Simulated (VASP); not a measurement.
Wanted: the native input for a VASP 6.6.1 run.

```yaml
Task: relaxation of cell and atoms
Functional: PBEsol
Dispersion: D3(BJ)
Potentials_or_basis: VASP PAW PBE potentials, release 64 (Sc_sv)
Cutoff: 600 eV
k_mesh: 14 × 14 × 8
Occupations: methfessel-paxton, width 0.1 eV
Spin: no spin polarisation
Further_INCAR_settings: ALGO = Normal; EDIFF = 1e-06; IBRION = 2; EDIFFG = -0.005; NSW = 60; ISIF = 3
```

The structure of Sc lies in POSCAR:

```
Sc
1.0
    3.2700000000      0.0000000000      0.0000000000
   -1.6350000000      2.8319030700      0.0000000000
    0.0000000000      0.0000000000      5.0900000000
Sc
2
Direct
    0.3333333300      0.6666666700      0.2500000000
    0.6666666700      0.3333333300      0.7500000000
```

The cell was built by a generator and needn't be a form met in nature.

One way to write it, as run:

INCAR

```
SYSTEM = Sc
ALGO = Normal
EDIFF = 1E-6
EDIFFG = -0.005
ENCUT = 600
GGA = PS
IBRION = 2
ISIF = 3
ISMEAR = 1
IVDW = 12
LASPH = .TRUE.
LCHARG = .FALSE.
LREAL = .FALSE.
LWAVE = .FALSE.
NELM = 120
NSW = 60
PREC = Accurate
SIGMA = 0.1
```

KPOINTS

```
k-points
0
G
  14 14 8
  0 0 0
```

Potentials or basis: VASP PAW PBE potentials, release 64 (Sc_sv).

Command:

```console
$ cat potpaw_PBE.64/Sc_sv/POTCAR > POTCAR
$ mpirun -np 1 vasp_std > vasp.out
```

It gave:

The relaxed volume is 22.45 Å³/atom and the relaxed cell is a = 3.225 Å, b = 3.225 Å, c = 4.985 Å, α = 90.00°, β = 90.00°, γ = 120.00°. The space group after relaxing (to 0.05 Å) is P6_3/mmc (No. 194) and the energy gained by relaxing is 10.1 meV/atom. The ionic steps are 5 and the pressure after relaxing is 0.0 GPa. The band gap on the k mesh is none (metal or under the smearing width). The dispersion energy per atom is -0.439 eV.

Caveat: the PAW data sets were made with another functional, which shifts forces and pressure a little; pairwise dispersion overbinds metals, which lowers pressure and volume.

It took 2.4 min on 1 thread of Intel(R) Xeon(R) Platinum 8488C (Sapphire Rapids) (shared host), peak memory 0.26 GiB.
